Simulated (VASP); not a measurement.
```
CELL_PARAMETERS angstrom
      3.50357     0.00000     0.00000
      0.00000     3.50357     0.00000
      0.00000     0.00000     3.50357
ATOMIC_POSITIONS crystal
  Si 0.00000 0.00000 0.00000
  Ni 0.00000 0.50000 0.50000
  Ni 0.50000 0.00000 0.50000
  Ni 0.50000 0.50000 0.00000
```

These are PBE GGA, VASP's PBE PAW potentials (set 64) (plane waves; VASP 6.6.1) values and carry that method's errors. Settings: 480 eV cut-off, 8×8×8 Γ-centred mesh, first-order Methfessel-Paxton smearing of 0.10 eV, potentials Si Ni.

Energy and stress use the plane-wave basis of the starting cell.

Q: The ions, cell shape and volume at an external pressure of 10.0 GPa are relaxed. Which structure does the run end with?

A: 
```
CELL_PARAMETERS angstrom
      3.45718     0.00000     0.00000
      0.00000     3.45718     0.00000
      0.00000     0.00000     3.45718
ATOMIC_POSITIONS crystal
  Si 0.00000 0.00000 0.00000
  Ni 0.00000 0.50000 0.50000
  Ni 0.50000 0.00000 0.50000
  Ni 0.50000 0.50000 0.00000
```
Space group Pm-3m (221), at a tolerance of 0.03 Å.

Q: How do energy and volume change from the first to the last step?

A: The energy (σ→0) changes by +13.1 meV/atom and the volume by -3.9 %, in 3 ionic steps.

```tsv
step	E(σ→0) (eV)	max force (eV/Å)	pressure (GPa)	volume (Å³)
1	-23.6785	0.000	0.47	43.01
2	-23.3905	0.000	25.63	39.15
3	-23.6261	0.000	9.92	41.32
```

The compound is Ni3Si in the L1_2 structure. This run relaxes it under an external pressure of 10 GPa. Symmetry was kept, so distortions that lower it aren't found. The run is not spin-polarised, so no magnetic state was tried.
